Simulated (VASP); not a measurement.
A convergence study with VASP on TlBr (CsCl type): one setting is varied, all else stays as given below, so the limit is that of these other settings. Each run relaxes cell and ions from the cell shown.

```
TlBr
1.0
    3.99000     0.00000     0.00000
    0.00000     3.99000     0.00000
    0.00000     0.00000     3.99000
Tl Br
1 1
Cartesian
  0.00000   0.00000   0.00000
  1.99500   1.99500   1.99500
```

These are PBE GGA, VASP's PBE PAW potentials (set 64) (plane waves; VASP) values and carry that method's errors. The tightest run used: 550 eV cut-off, 11×11×11 Γ-centred mesh, Gaussian smearing of 0.050 eV, potentials Tl_d Br.

Unless said otherwise, spin-orbit coupling is left out, though it shifts the bands of the heavy elements here. Gaps are read on the run's mesh, which can miss a band edge.

```tsv
setting	relaxed volume (Å³/atom)	E (eV/atom)	gap on the mesh (eV)	irreducible k-points
2×2×2 mesh	37.757	-2.5951	2.121	4
3×3×3 mesh	33.076	-2.7671	3.580	4
4×4×4 mesh	33.372	-2.7676	2.000	10
```

Q: These are the cheaper rows. Estimate the results at 11×11×11 mesh, and how far the last row shown lies from them.

A: 
| quantity | tightest run | last row shown is off by |
|---|---|---|
| relaxed volume (Å³/atom) | 33.208 | 0.164 |
| E (eV/atom) | -2.7724 | 0.0048 |
| gap on the mesh (eV) | 2.155 | -0.155 |

Left out are rungs that failed or repeat a setting and relaxations that didn't move; long series are thinned to 24 rows.

The compound is TlBr in the CsCl type structure.
